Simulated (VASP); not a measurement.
OSZICAR of a VASP run on SnTe (rock salt):

File OSZICAR:
```
       N       E                     dE             d eps       ncg     rms          rms(c)
DAV:   1     0.109783309249E+03    0.10978E+03   -0.84746E+03   818   0.135E+03
DAV:   2     0.133668920215E+01   -0.10845E+03   -0.10694E+03   848   0.315E+02
DAV:   3    -0.740673562954E+01   -0.87434E+01   -0.85672E+01  1052   0.899E+01
DAV:   4    -0.762268810233E+01   -0.21595E+00   -0.21588E+00   950   0.155E+01
DAV:   5    -0.763002013338E+01   -0.73320E-02   -0.73319E-02  1140   0.258E+00    0.408E+00
RMM:   6    -0.756252052690E+01    0.67500E-01   -0.93799E-02   860   0.226E+00    0.253E+00
RMM:   7    -0.756368378186E+01   -0.11633E-02   -0.42906E-02   814   0.108E+00    0.824E-01
RMM:   8    -0.756382293412E+01   -0.13915E-03   -0.53061E-03   869   0.988E-01    0.704E-02
RMM:   9    -0.756382809170E+01   -0.51576E-05   -0.12432E-03   912   0.381E-01    0.475E-02
RMM:  10    -0.756386665432E+01   -0.38563E-04   -0.42328E-04  1017   0.223E-01    0.308E-02
RMM:  11    -0.756387693647E+01   -0.10282E-04   -0.66281E-05   811   0.839E-02    0.813E-03
RMM:  12    -0.756387692073E+01    0.15735E-07   -0.12349E-05   517   0.431E-02
   1 F= -.75638769E+01 E0= -.75636977E+01  d E =-.756388E+01
```

Which electronic solver shows in the log?

It is blocked Davidson (ALGO = Normal, or the opening steps of other solvers) and then RMM-DIIS (ALGO = Fast or VeryFast). The INCAR had ALGO = Fast.

Can the final energy be trusted as converged?

Self-consistency was reached. It stopped with EDIFF = 1E-5, NELM = 100, NSW = 20 and EDIFFG = -0.03 after 1 ionic step (PBE GGA, plane waves, VASP's PBE PAW potentials (set 64)).

The compound is SnTe in the rock salt structure, which distorts at low temperature. It was relaxed first.
